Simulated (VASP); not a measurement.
Method: RPBE GGA, VASP's PBE PAW potentials (set 64) (plane waves; VASP).

A VASP calculation is set up with these files.

**INCAR**
```
# general
SYSTEM  = HgTe
PREC    = Accurate
ENCUT   = 520
LREAL   = .FALSE.   # projection in real space or not
LASPH   = .TRUE.   # aspherical one-centre terms

# electronic loop
EDIFF   = 1E-7   # SCF stop (eV)
NELM    = 100   # most electronic steps
ALGO    = Normal   # blocked Davidson
LMAXMIX = 6

# smearing
ISMEAR  = -5   # tetrahedra, Bloechl

# functional
GGA     = RP   # RPBE

# ions
ISIF    = 2   # forces and stress, cell fixed

# output
LWAVE   = .FALSE.
LCHARG  = .TRUE.
LORBIT  = 11
NEDOS   = 601
```

### KPOINTS
```
Automatic mesh
0
Gamma
11 11 11
0 0 0
```

File POSCAR:
```
HgTe
4.7790920
  0.0000000000   0.7071068270   0.7071068270
  0.7071068270   0.0000000000   0.7071068270
  0.7071068270   0.7071068270   0.0000000000
Hg Te
1 1
Direct
  0.0000000000   0.0000000000   0.0000000000
  0.2500000000   0.2500000000   0.2500000000
```

POTCAR, in this order: Hg Te (PBE.64 set). Program: vasp_std.

For a metal the tetrahedron method with Blöchl corrections gives inexact stress and forces. Unless said otherwise, spin-orbit coupling is left out, though it shifts the bands of the heavy elements here.

**Question.** Estimate the energy per atom (σ→0), band gap (on the k-mesh).

**Answer.** 
The energy per atom (σ→0) is -1.485 eV/atom and the band gap (on the k-mesh) is none (metal, semimetal or under 0.01 eV).

File OSZICAR:
```
...
DAV:   9    -0.297047756107E+01   -0.45748E-03   -0.10196E-03  1751   0.356E-01    0.103E-01
DAV:  10    -0.297058342684E+01   -0.10587E-03   -0.13674E-04  1511   0.108E-01    0.508E-02
DAV:  11    -0.297063754951E+01   -0.54123E-04   -0.98302E-05  1571   0.753E-02    0.286E-02
DAV:  12    -0.297063757323E+01   -0.23723E-07   -0.55542E-06  1771   0.184E-02    0.175E-02
DAV:  13    -0.297063790902E+01   -0.33579E-06   -0.19937E-06  1536   0.960E-03    0.547E-03
DAV:  14    -0.297063812282E+01   -0.21380E-06   -0.45473E-07  1686   0.644E-03    0.480E-03
DAV:  15    -0.297063820829E+01   -0.85473E-07   -0.36438E-08  1063   0.179E-03
   1 F= -.29706382E+01 E0= -.29706382E+01  d E =0.000000E+00
```

The compound is HgTe in the zinc blende structure. It was relaxed first, which changed the volume by +15 %.
